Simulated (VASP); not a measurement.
A convergence study with VASP on ZnSe (zinc blende): one setting is varied, all else stays as given below, so the limit is that of these other settings. Each run relaxes cell and ions from the cell shown. The basis is that of the starting cell, so low cut-offs carry a Pulay error.

```
ZnSe
1.0
    0.00000     2.83500     2.83500
    2.83500     0.00000     2.83500
    2.83500     2.83500     0.00000
Zn Se
1 1
Direct
  0.00000   0.00000   0.00000
  0.25000   0.25000   0.25000
```

Calculation: PBEsol GGA, VASP's PBE PAW potentials (set 64) (plane waves; VASP). The tightest run used: 700 eV cut-off, 7×7×7 Γ-centred mesh, Gaussian smearing of 0.050 eV, potentials Zn Se.

Gaps are read on the run's mesh, which can miss a band edge.

| setting | relaxed volume (Å³/atom) | E (eV/atom) | gap on the mesh (eV) | plane waves |
|---|---|---|---|---|
| ENCUT = 200 | 19.337 | -3.5055 | 1.875 | 302 |
| ENCUT = 250 | 21.758 | -3.3879 | 1.350 | 418 |
| ENCUT = 300 | 22.414 | -3.3845 | 1.226 | 548 |
| ENCUT = 350 | 22.349 | -3.3851 | 1.239 | 688 |
| ENCUT = 400 | 22.358 | -3.3856 | 1.240 | 869 |

Task: These are the cheaper rows. Estimate the results at ENCUT = 700, and how far the last row shown lies from them.

Result: 
```csv
quantity,tightest run,last row shown is off by
relaxed volume (Å³/atom),22.437,-0.079
E (eV/atom),-3.3859,0.0004
gap on the mesh (eV),1.226,0.013
```

Left out are rungs that failed or repeat a setting and relaxations that didn't move; long series are thinned to 24 rows.

The compound is ZnSe in the zinc blende structure.
